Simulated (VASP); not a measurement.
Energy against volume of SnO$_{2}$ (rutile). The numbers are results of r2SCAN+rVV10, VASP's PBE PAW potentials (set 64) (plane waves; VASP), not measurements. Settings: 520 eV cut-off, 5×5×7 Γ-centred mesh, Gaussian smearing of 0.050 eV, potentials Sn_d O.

Shape and ions are relaxed at each volume.

```csv
V (Å³/atom),E (eV/atom)
11.340,-13.84651
11.702,-13.87188
12.063,-13.88022
12.425,-13.87435
```

Fit these four points and predict the energy of the run at 12.787 Å³/atom.

A cubic in V^(−2/3), the third-order Birch-Murnaghan form, passes through the four points with V0 = 12.08 Å³/atom and B0 = 208 GPa, and gives -13.8565 eV/atom there. The run gave -13.8567 eV/atom, -0.1 meV/atom from the fit; all five points give B0 = 207 GPa.

The compound is SnO2 in the rutile structure. It was relaxed first.
